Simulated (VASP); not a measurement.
Calculation: PBE GGA, VASP's PBE PAW potentials (set 64) (plane waves; VASP).

VASP input:

**INCAR**
```
# general
SYSTEM  = Bi2Se3
PREC    = Accurate
ENCUT   = 400
LREAL   = .FALSE.
LASPH   = .TRUE.

# electronic loop
EDIFF   = 1E-6
NELM    = 100
ALGO    = Normal
LMAXMIX = 4

# smearing
ISMEAR  = 0
SIGMA   = 0.05

# functional
GGA     = PE

# output
LWAVE   = .TRUE.
LCHARG  = .FALSE.
```

### POSCAR
```
Bi2Se3
22.0997930
  0.1891304761   0.0000000000   0.0000000000
 -0.0945652380   0.1637918248   0.0000000000
  0.0000000000   0.0000000000   0.9999999939
Bi Se
2 3
direct
  0.3333330000   0.6666670000   0.4118390966
  0.0000000000   1.0000000000   0.5881609034
  1.0000000000   0.0000000000   0.3409575264
  0.6666670000   0.3333330000   0.5000000000
  0.3333330000   0.6666670000   0.6590424736
```

### KPOINTS
```
K-points
0
G
  4 4 1
```

POTCAR, in this order: Bi_d Se (PBE.64 set). Program: vasp_std.

The cell holds a wide vacuum, so values per volume refer to the whole cell.

Question: What does the run give for the energy per atom (σ→0)?

Answer: 
The energy per atom (σ→0) comes out as -4.046 eV/atom.

### OSZICAR
```
...
DAV:  13    -0.202319727136E+02   -0.28141E-04   -0.33188E-05   276   0.463E-02    0.528E-03
DAV:  14    -0.202320026112E+02   -0.29898E-04   -0.37162E-06   224   0.110E-02    0.209E-03
DAV:  15    -0.202320325182E+02   -0.29907E-04   -0.16674E-06   196   0.667E-03    0.153E-03
DAV:  16    -0.202320548226E+02   -0.22304E-04   -0.51152E-07   168   0.354E-03    0.758E-04
DAV:  17    -0.202320843896E+02   -0.29567E-04   -0.10726E-06   176   0.326E-03    0.875E-04
DAV:  18    -0.202320872769E+02   -0.28873E-05   -0.10283E-07   160   0.226E-03    0.376E-04
DAV:  19    -0.202320879629E+02   -0.68594E-06   -0.65924E-08   148   0.126E-03
   1 F= -.20232088E+02 E0= -.20232088E+02  d E =-.176778E-18
```

The cell is a sheet with vacuum, built from a generated structure.
